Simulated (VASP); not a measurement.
Ti, 2 atoms in the cell. It takes space group P6_3/mmc (No. 194, hexagonal). The conventional cell has a = 2.845 Å, b = 2.845 Å, c = 4.492 Å, α = 90.00°, β = 90.00°, γ = 120.00°. Ti (site symmetry -6m2) has 12 Ti at 2.78 to 2.85 Å as nearest neighbours.  The cell isn't the ideal one: a relaxed cell with its volume scaled by 0.98.

```yaml
Program: VASP 6.6.1
Task: relaxation of shape and atoms at fixed volume
Functional: LDA
Potentials_or_basis: VASP PAW LDA potentials, release 64 (Ti_sv)
Cutoff: 600 eV
k_mesh: 15 × 15 × 8
Occupations: methfessel-paxton, width 0.1 eV
Spin: no spin polarisation
Further_INCAR_settings: ALGO = Normal; EDIFF = 1e-07; IBRION = 2; EDIFFG = -0.01; NSW = 40; ISIF = 4
```

Potentials or basis: VASP PAW LDA potentials, release 64 (Ti_sv).

Run with:

```bash
$ cat potpaw_LDA.64/Ti_sv/POTCAR > POTCAR
$ mpirun -np 1 vasp_std > vasp.out
```

Hardware: 1 thread of Intel(R) Xeon(R) 6975P-C (Granite Rapids) (shared host).

Estimate the wall time of this run.

Run time: 36 s on 1 thread of Intel(R) Xeon(R) 6975P-C (Granite Rapids) (shared host), peak memory 0.19 GiB. Counts: scf iterations 20, k points 135, ion steps 2.
